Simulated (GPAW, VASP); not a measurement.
Given: the input of a run of VASP 6.6.1 on PtF2. The cell comes from a database or a generator and needn't be the stable form of this composition.

INCAR

```
SYSTEM = PtF2
  PREC = Accurate
  ENCUT = 520
  EDIFF = 1E-6
  ISMEAR = 0
  SIGMA = 0.05
  LREAL = .FALSE.
  LASPH = .TRUE.
  NELM = 60
  ALGO = Normal
  ISIF = 2
  LWAVE = .FALSE.
  LCHARG = .FALSE.
  LMAXMIX = 4
  LDAU = .TRUE.
  LDAUTYPE = 2
  LDAUL = 2 -1
  LDAUU = 6 0
  LDAUJ = 0 0
  LDAUPRINT = 1
  GGA = PE
  NBANDS = 19
```

KPOINTS

```
regular mesh
0
G
  7 7 7
  0 0 0
```

POSCAR

```
PtF2
1.0
    1.5647742300      0.9034228200      4.7309018300
   -1.5647742300      0.9034228200      4.7309018300
    0.0000000000     -1.8068456500      4.7309018300
Pt F
1 2
Direct
    0.0000000000      0.0000000000      0.0000000000
    0.2520000000      0.2520000000      0.2520000000
    0.7480000000      0.7480000000      0.7480000000
```

Potentials or basis: VASP PAW PBE potentials, release 64 (Pt, F).

Launch:

```sh
$ cat potpaw_PBE.64/Pt/POTCAR potpaw_PBE.64/F/POTCAR > POTCAR
$ mpirun -np 1 vasp_std > vasp.out
```

Set up the same calculation for GPAW 26.7.0 (ASE script). Potentials or basis there: GPAW PAW data sets (gpaw-data 1.2.1), cutoff 800 eV.

As run (cutoffs and basis follow the program's own potentials, and thresholds, step limits or extra output files can differ):

Contents of run.py:

```python
from ase.dft.bandgap import bandgap
from ase.io import read, write
from ase.units import GPa
from gpaw import GPAW, PW

atoms = read('POSCAR')

calc = GPAW(mode=PW(800),
            xc='PBE',
            kpts={'size': (7, 7, 7), 'gamma': True},
            occupations={'name': 'methfessel-paxton', 'order': 0, 'width': 0.05},
            setups={'Pt': ':d,6.0'},
            nbands=28,
            convergence={'density': 1e-05, 'energy': 1e-05},
            maxiter=150,
            txt='gpaw.txt')
atoms.calc = calc
energy = atoms.get_potential_energy()
forces = atoms.get_forces()
stress = atoms.get_stress()
calc.write('gs.gpw')
write('result.traj', atoms)
print(f'Energy: {energy:.6f} eV')
print('Forces (eV/A):')
print(forces.round(4))
print('Stress (GPa):', (stress / GPa).round(3))
print('Fermi level:', round(calc.get_fermi_level(), 4), 'eV')
print(f'Gap: {bandgap(calc)[0]:.4f} eV, direct: {bandgap(calc, direct=True)[0]:.4f} eV')
```

File POSCAR:

```
PtF2
1.0
    1.5647742303      0.9034228231      4.7309018300
   -1.5647742303      0.9034228231      4.7309018300
    0.0000000000     -1.8068456461      4.7309018300
Pt F
1 2
Direct
    0.0000000000      0.0000000000      0.0000000000
    0.2520000000      0.2520000000      0.2520000000
    0.7480000000      0.7480000000      0.7480000000
```

Potentials or basis: GPAW PAW data sets (gpaw-data 1.2.1), pw.

Run with:

```console
$ OMP_NUM_THREADS=1 python run.py
```

Both were run:

|  | VASP | GPAW |
| --- | --- | --- |
| Pressure | 17.5 GPa | 18.8 GPa |

The potentials hold 24 and 30 valence electrons a cell.

The two runs disagree by more than potentials and bases usually give (in gap, levels, pressure or energy); the cause wasn't traced.

The cell lies far from this level's equilibrium.

How U acts hangs on each program's projectors.

Pressure is positive in compression.
